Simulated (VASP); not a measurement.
Consider the following.

```
CELL_PARAMETERS angstrom
      4.17789     0.00000     0.00000
      0.00000     4.17789     0.00000
      0.00000     0.00000     4.17789
ATOMIC_POSITIONS crystal
  Ba 0.00000 0.00000 0.00000
  Hf 0.50000 0.50000 0.50000
  O  0.50000 0.00000 0.50000
  O  0.00000 0.50000 0.50000
  O  0.50000 0.50000 0.00000
```

Level of theory: rev-vdW-DF2, VASP's PBE PAW potentials (set 64) (plane waves; VASP). Run with 520 eV cut-off, 6×6×6 Γ-centred mesh, tetrahedra with Blöchl corrections, potentials Ba_sv Hf_pv O.

Unless said otherwise, spin-orbit coupling is left out, though it shifts the bands of the heavy elements here.

Problem. Estimate the energy per atom (σ→0), band gap (on the k-mesh) with the smallest direct gap where there is one.

Solution. 
* **band gap (on the k-mesh)**: 3.57 eV
* **smallest direct gap (on the k-mesh)**: 3.79 eV
* **energy per atom (σ→0)**: -7.222 eV/atom

The absolute energy has meaning only against runs of the same code, potentials and settings.

The compound is BaHfO3 in the cubic perovskite structure. It was relaxed first.
